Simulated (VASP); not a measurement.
A convergence study with VASP on Cs (bcc): a few settings are varied, all else stays as given below, so the limit is that of these other settings.

```yaml
crystal:
  lattice:
    - [-3.05000, 3.05000, 3.05000]
    - [3.05000, -3.05000, 3.05000]
    - [3.05000, 3.05000, -3.05000]
  atoms:
    - { symbol: Cs, position: [0.00000, 0.00000, 0.00000] }
```

Method: PBE GGA, VASP's PBE PAW potentials (set 64) (plane waves; VASP). The last row used: 550 eV cut-off, 16×16×16 Γ-centred mesh, second-order Methfessel-Paxton smearing of 0.40 eV, potentials Cs_sv.

Unless said otherwise, spin-orbit coupling is left out, though it shifts the bands of the heavy elements here.

```json
[
 {"setting": "ISMEAR = -1, SIGMA = 0.01, 5×5×5 mesh", "E (eV/atom)": "-0.8516", "pressure (GPa)": "0.04", "irreducible k-points": "10"},
 {"setting": "ISMEAR = -1, SIGMA = 0.1, 5×5×5 mesh", "E (eV/atom)": "-0.8591", "pressure (GPa)": "0.04", "irreducible k-points": "10"},
 {"setting": "ISMEAR = 0, SIGMA = 0.01, 5×5×5 mesh", "E (eV/atom)": "-0.8509", "pressure (GPa)": "0.04", "irreducible k-points": "10"},
 {"setting": "ISMEAR = 0, SIGMA = 0.1, 5×5×5 mesh", "E (eV/atom)": "-0.8552", "pressure (GPa)": "0.04", "irreducible k-points": "10"},
 {"setting": "ISMEAR = 1, SIGMA = 0.01, 5×5×5 mesh", "E (eV/atom)": "-0.8507", "pressure (GPa)": "0.04", "irreducible k-points": "10"},
 {"setting": "ISMEAR = 1, SIGMA = 0.2, 5×5×5 mesh", "E (eV/atom)": "-0.8574", "pressure (GPa)": "0.04", "irreducible k-points": "10"},
 {"setting": "ISMEAR = 2, SIGMA = 0.05, 5×5×5 mesh", "E (eV/atom)": "-0.8517", "pressure (GPa)": "0.04", "irreducible k-points": "10"},
 {"setting": "ISMEAR = 2, SIGMA = 0.2, 5×5×5 mesh", "E (eV/atom)": "-0.8560", "pressure (GPa)": "0.04", "irreducible k-points": "10"},
 {"setting": "ISMEAR = -1, SIGMA = 0.01, 10×10×10 mesh", "E (eV/atom)": "?", "pressure (GPa)": "0.06", "irreducible k-points": "47"},
 {"setting": "ISMEAR = -1, SIGMA = 0.2, 10×10×10 mesh", "E (eV/atom)": "-0.8522", "pressure (GPa)": "0.06", "irreducible k-points": "47"},
 {"setting": "ISMEAR = 0, SIGMA = 0.01, 10×10×10 mesh", "E (eV/atom)": "-0.8438", "pressure (GPa)": "0.06", "irreducible k-points": "47"},
 {"setting": "ISMEAR = 0, SIGMA = 0.2, 10×10×10 mesh", "E (eV/atom)": "-0.8484", "pressure (GPa)": "0.05", "irreducible k-points": "47"},
 {"setting": "ISMEAR = 1, SIGMA = 0.01, 10×10×10 mesh", "E (eV/atom)": "-0.8438", "pressure (GPa)": "0.06", "irreducible k-points": "47"},
 {"setting": "ISMEAR = 1, SIGMA = 0.4, 10×10×10 mesh", "E (eV/atom)": "-0.8502", "pressure (GPa)": "0.05", "irreducible k-points": "47"},
 {"setting": "ISMEAR = 2, SIGMA = 0.05, 10×10×10 mesh", "E (eV/atom)": "-0.8443", "pressure (GPa)": "0.06", "irreducible k-points": "47"},
 {"setting": "ISMEAR = 2, SIGMA = 0.4, 10×10×10 mesh", "E (eV/atom)": "-0.8490", "pressure (GPa)": "0.05", "irreducible k-points": "47"},
 {"setting": "ISMEAR = -1, SIGMA = 0.05, 16×16×16 mesh", "E (eV/atom)": "-0.8494", "pressure (GPa)": "0.06", "irreducible k-points": "145"},
 {"setting": "ISMEAR = -1, SIGMA = 0.2, 16×16×16 mesh", "E (eV/atom)": "-0.8523", "pressure (GPa)": "0.06", "irreducible k-points": "145"},
 {"setting": "ISMEAR = 0, SIGMA = 0.05, 16×16×16 mesh", "E (eV/atom)": "-0.8489", "pressure (GPa)": "0.06", "irreducible k-points": "145"},
 {"setting": "ISMEAR = 0, SIGMA = 0.2, 16×16×16 mesh", "E (eV/atom)": "-0.8499", "pressure (GPa)": "0.05", "irreducible k-points": "145"},
 {"setting": "ISMEAR = 1, SIGMA = 0.05, 16×16×16 mesh", "E (eV/atom)": "-0.8488", "pressure (GPa)": "0.06", "irreducible k-points": "145"},
 {"setting": "ISMEAR = 1, SIGMA = 0.4, 16×16×16 mesh", "E (eV/atom)": "?", "pressure (GPa)": "0.05", "irreducible k-points": "145"},
 {"setting": "ISMEAR = 2, SIGMA = 0.1, 16×16×16 mesh", "E (eV/atom)": "-0.8489", "pressure (GPa)": "0.06", "irreducible k-points": "145"},
 {"setting": "ISMEAR = 2, SIGMA = 0.4, 16×16×16 mesh", "E (eV/atom)": "-0.8495", "pressure (GPa)": "0.05", "irreducible k-points": "145"}
]
```

What belongs in the gaps?

- ISMEAR = 1, SIGMA = 0.4, 16×16×16 mesh, E (eV/atom): -0.8504
- ISMEAR = -1, SIGMA = 0.01, 10×10×10 mesh, E (eV/atom): -0.8442

Left out are rungs that failed or repeat a setting and relaxations that didn't move; long series are thinned to 24 rows.

The compound is Cs in the bcc structure. The cell was not relaxed at this level.
